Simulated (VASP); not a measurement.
```
Rb
1.0
   -2.78744     2.78744     2.78744
    2.78744    -2.78744     2.78744
    2.78744     2.78744    -2.78744
Rb
1
Cartesian
  0.00000   0.00000   0.00000
```

Level of theory: PBEsol GGA, VASP's PBE PAW potentials (set 64) (plane waves; VASP). Run with 480 eV cut-off, 8×8×8 Γ-centred mesh, first-order Methfessel-Paxton smearing of 0.10 eV, potentials Rb_sv.

Each relaxation starts from this cell; other phases were not tried.

Task: The cell is relaxed at 1 GPa. What happens?

Result: The volume per atom goes from 86.63 to 69.08 Å³ (-20.3 %), and the cell becomes a = b = c = 5.1697 Å, α = β = γ = 90.00°, space group Im-3m.

Task: The cell is relaxed at 5 GPa. What happens?

Result: The volume per atom goes from 86.63 to 47.13 Å³ (-45.6 %), and the cell becomes a = b = c = 4.551 Å, α = β = γ = 90.00°, space group Im-3m.

Failed runs are left out, and for metals the shear rows, which the mesh's noise covers.

The compound is Rb in the bcc structure.
